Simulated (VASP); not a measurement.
Shape and ions are relaxed at each volume.

Energy against volume of Bi (a7). All values below come from LDA (Ceperley-Alder, Perdew-Zunger), VASP's LDA PAW potentials (set 64) (plane waves; VASP).

```
V (Å³/atom)  E (eV/atom)
-----------  -----------
31.521          -4.54505
32.527          -4.55991
33.533          -4.56467
34.539          -4.56137
35.545          -4.55167
```

Task: Fit a third-order Birch-Murnaghan equation of state.

Result: 
The volume per atom is 33.59 Å^3/atom and the bulk modulus is 42.2 GPa. The pressure derivative of the bulk modulus comes out as 6.63.

Measured: bulk modulus 32.1 GPa at 0 K (computed value off by +31.5 %), as given by K. Lejaeghere et al., Critical reviews in solid state and materials sciences/CRC critical reviews in solid state and materials sciences (2013), arXiv:1204.2733 [extrapolated to 0 K and zero-point effects removed (source: thermally corrected experimental values)].

The compound is Bi in the a7 structure. It was relaxed first, which changed the volume by -5 %.
